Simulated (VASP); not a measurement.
Energy against volume of NiAl (CsCl type). Computed with SCAN meta-GGA, VASP's PBE PAW potentials (set 64) (plane waves; VASP). Settings: 520 eV cut-off, 13×13×13 Γ-centred mesh, first-order Methfessel-Paxton smearing of 0.10 eV, potentials Al Ni.

```tsv
V (Å³/atom)	E (eV/atom)
10.834	-12.69306
11.180	-12.71367
11.526	-12.71949
11.872	-12.71377
```

Q: Fit these four points and predict the energy of the run at 12.218 Å³/atom.

A: A cubic in V^(−2/3), the third-order Birch-Murnaghan form, passes through the four points with V0 = 11.51 Å³/atom and B0 = 179 GPa, and gives -12.6992 eV/atom there. The run gave -12.6986 eV/atom, +0.5 meV/atom from the fit; all five points give B0 = 181 GPa.

The compound is NiAl in the CsCl type structure. It was relaxed first. The run is not spin-polarised, so no magnetic state was tried.
